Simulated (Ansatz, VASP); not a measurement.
## One calculation of Mg2BeSeO2, two programs

```
CELL_PARAMETERS angstrom
3.50497 0.00000 0.00000
0.00000 3.50497 0.00000
0.00000 0.00000 5.87421
ATOMIC_POSITIONS crystal
Mg 0.00000 0.00000 0.77480
Mg 0.00000 0.00000 0.22520
Be 0.50000 0.50000 0.00000
Se 0.50000 0.50000 0.50000
O 0.00000 0.50000 0.00000
O 0.50000 0.00000 0.00000
```

Alike in both runs: functional PBE; k mesh 6 × 6 × 4; occupations gaussian, width 0.1 eV; no spin polarisation.

Ansatz relaxed the structure, and its values are those at the end. VASP's run is a single point on that final structure, the one shown.

|  | VASP | Ansatz |
| --- | --- | --- |
| version | VASP 6.6.1 | Ansatz 0.2.0 |
| potentials or method | VASP PAW PBE potentials, release 64 (Mg, Be, Se, O) | scalar-relativistic, plane waves, PAW |
| plane-wave cutoff (eV) | 520 | 420 |
| valence electrons in the cell | 24 | 50 |

Ansatz gave:

| Quantity | Value |
| --- | --- |
| gap on the k mesh at the Fermi level (eV) | none |
| pressure (GPa) | 0.2 |
| rms of the force components (eV/Å) | 0.002 |

**Question.** What did VASP give for the same quantities?

**Answer.** gap on the k mesh at the Fermi level (eV): none; pressure (GPa): -0.1; rms of the force components (eV/Å): 0.011.

A gap of «none» marks a metal or a gap that the smearing closes. The two sets of potentials don't hold the same shells in valence.
